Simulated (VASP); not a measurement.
Input:

```yaml
crystal:
  lattice:
    - [1.59500, -2.76262, 0.00000]
    - [1.59500, 2.76262, 0.00000]
    - [0.00000, 0.00000, 5.19000]
  atoms:
    - { symbol: Ga, position: [0.66667, 0.33333, 0.50000] }
    - { symbol: Ga, position: [0.33333, 0.66667, 0.00000] }
    - { symbol: N, position: [0.66667, 0.33333, 0.87700] }
    - { symbol: N, position: [0.33333, 0.66667, 0.37700] }
```

Calculation: G0W0 on PBE orbitals, VASP's PBE PAW potentials (set 64) (plane waves; VASP 6.6.1). Run with PREC = Normal, 500 eV cut-off, 4×4×2 Γ-centred mesh, Gaussian smearing of 0.010 eV, potentials Ga_d_GW N_GW_new.

The mesh is coarse and the basis finite, so the quasiparticle values are not converged.

NBANDS = 128, ENCUTGW = 150 eV, NOMEGA = 64. The PBE levels (eV) that the step starts from are:

| state | KS energy | filling |
|---|---|---|
| k1 (0.00, 0.00, 0.00), band 15 | 4.75 | 2 |
| k1 (0.00, 0.00, 0.00), band 16 | 5.75 | 2 |
| k1 (0.00, 0.00, 0.00), band 17 | 5.78 | 2 |
| k1 (0.00, 0.00, 0.00), band 18 | 5.78 | 2 |
| k1 (0.00, 0.00, 0.00), band 19 | 7.69 | 0 |
| k1 (0.00, 0.00, 0.00), band 20 | 10.00 | 0 |
| k1 (0.00, 0.00, 0.00), band 21 | 14.98 | 0 |
| k1 (0.00, 0.00, 0.00), band 22 | 15.63 | 0 |
| k5 (0.00, 0.00, 0.50), band 15 | 5.25 | 2 |
| k5 (0.00, 0.00, 0.50), band 16 | 5.25 | 2 |
| k5 (0.00, 0.00, 0.50), band 17 | 5.25 | 2 |
| k5 (0.00, 0.00, 0.50), band 18 | 5.25 | 2 |
| k5 (0.00, 0.00, 0.50), band 19 | 10.01 | 0 |
| k5 (0.00, 0.00, 0.50), band 20 | 10.01 | 0 |
| k5 (0.00, 0.00, 0.50), band 21 | 14.24 | 0 |
| k5 (0.00, 0.00, 0.50), band 22 | 14.24 | 0 |
| k8 (0.25, 0.25, 0.50), band 15 | 2.40 | 2 |
| k8 (0.25, 0.25, 0.50), band 16 | 2.40 | 2 |
| k8 (0.25, 0.25, 0.50), band 17 | 4.15 | 2 |
| k8 (0.25, 0.25, 0.50), band 18 | 4.15 | 2 |
| k8 (0.25, 0.25, 0.50), band 19 | 11.62 | 0 |
| k8 (0.25, 0.25, 0.50), band 20 | 11.62 | 0 |
| k8 (0.25, 0.25, 0.50), band 21 | 13.75 | 0 |
| k8 (0.25, 0.25, 0.50), band 22 | 13.75 | 0 |

Question: Give the quasiparticle energies and renormalisation factors Z.

Answer: 
```json
[
 {"state": "k1 (0.00, 0.00, 0.00), band 15", "QP energy (eV)": "4.21", "Z": "0.75"},
 {"state": "k1 (0.00, 0.00, 0.00), band 16", "QP energy (eV)": "5.33", "Z": "0.75"},
 {"state": "k1 (0.00, 0.00, 0.00), band 17", "QP energy (eV)": "5.36", "Z": "0.75"},
 {"state": "k1 (0.00, 0.00, 0.00), band 18", "QP energy (eV)": "5.36", "Z": "0.75"},
 {"state": "k1 (0.00, 0.00, 0.00), band 19", "QP energy (eV)": "8.36", "Z": "0.77"},
 {"state": "k1 (0.00, 0.00, 0.00), band 20", "QP energy (eV)": "10.78", "Z": "0.78"},
 {"state": "k1 (0.00, 0.00, 0.00), band 21", "QP energy (eV)": "15.87", "Z": "0.73"},
 {"state": "k1 (0.00, 0.00, 0.00), band 22", "QP energy (eV)": "16.31", "Z": "0.77"},
 {"state": "k5 (0.00, 0.00, 0.50), band 15", "QP energy (eV)": "4.76", "Z": "0.75"},
 {"state": "k5 (0.00, 0.00, 0.50), band 16", "QP energy (eV)": "4.76", "Z": "0.75"},
 {"state": "k5 (0.00, 0.00, 0.50), band 17", "QP energy (eV)": "4.76", "Z": "0.75"},
 {"state": "k5 (0.00, 0.00, 0.50), band 18", "QP energy (eV)": "4.76", "Z": "0.75"},
 {"state": "k5 (0.00, 0.00, 0.50), band 19", "QP energy (eV)": "10.81", "Z": "0.77"},
 {"state": "k5 (0.00, 0.00, 0.50), band 20", "QP energy (eV)": "10.81", "Z": "0.77"},
 {"state": "k5 (0.00, 0.00, 0.50), band 21", "QP energy (eV)": "15.03", "Z": "0.76"},
 {"state": "k5 (0.00, 0.00, 0.50), band 22", "QP energy (eV)": "15.03", "Z": "0.76"},
 {"state": "k8 (0.25, 0.25, 0.50), band 15", "QP energy (eV)": "1.63", "Z": "0.74"},
 {"state": "k8 (0.25, 0.25, 0.50), band 16", "QP energy (eV)": "1.63", "Z": "0.74"},
 {"state": "k8 (0.25, 0.25, 0.50), band 17", "QP energy (eV)": "3.58", "Z": "0.75"},
 {"state": "k8 (0.25, 0.25, 0.50), band 18", "QP energy (eV)": "3.58", "Z": "0.75"},
 {"state": "k8 (0.25, 0.25, 0.50), band 19", "QP energy (eV)": "12.26", "Z": "0.77"},
 {"state": "k8 (0.25, 0.25, 0.50), band 20", "QP energy (eV)": "12.26", "Z": "0.77"},
 {"state": "k8 (0.25, 0.25, 0.50), band 21", "QP energy (eV)": "14.60", "Z": "0.76"},
 {"state": "k8 (0.25, 0.25, 0.50), band 22", "QP energy (eV)": "14.60", "Z": "0.76"}
]
```
On the mesh the gap opens from 1.90 to 3.00 eV.

The compound is GaN in the wurtzite structure. The cell was not relaxed at this level. The k-mesh is coarse (spacing up to 0.61 per Å, 2π included), so the numbers may not be converged in it.
